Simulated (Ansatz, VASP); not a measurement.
# CsSi2 in VASP and in Ansatz

```xyz
3
Lattice="6.3716 -0.1274 0.0000 -3.2961 5.5817 0.0000 0.0000 0.0000 4.4787" Properties=species:S:1:pos:R:3 pbc="T T T"
Cs    0.0000    0.0000    0.0000
Si    3.1490    1.7756    1.1214
Si    3.1490    1.7756    3.3572
```

Change from the starting cell: strain = -0.04.

Alike in both runs: task single point; functional PBE; k mesh 5 × 5 × 6; occupations fermi-dirac, width 0.05 eV; no spin polarisation.

|  | VASP | Ansatz |
| --- | --- | --- |
| version | VASP 6.6.1 | Ansatz 0.2.0 |
| potentials or method | VASP PAW PBE potentials, release 64 (Cs_sv, Si) | Ansatz PAW |
| plane-wave cutoff (eV) | 520 | 420 |
| valence electrons in the cell | 17 | 17 |

Ansatz gave:

- gap on the k mesh at the Fermi level (eV): none
- pressure (GPa): -0.5
- largest component of the traceless stress (GPa): 0.99
- rms of the force components (eV/Å): 0.086

Q: What did VASP give for the same quantities?

A: gap on the k mesh at the Fermi level (eV): none; pressure (GPa): -0.5; largest component of the traceless stress (GPa): 1.06; rms of the force components (eV/Å): 0.085.

Atom by atom the forces differ by 0.002 eV/Å (rms over components). A gap of «none» marks a metal or a gap that the smearing closes.

Spin-orbit coupling is left out, which matters for the levels of Cs.
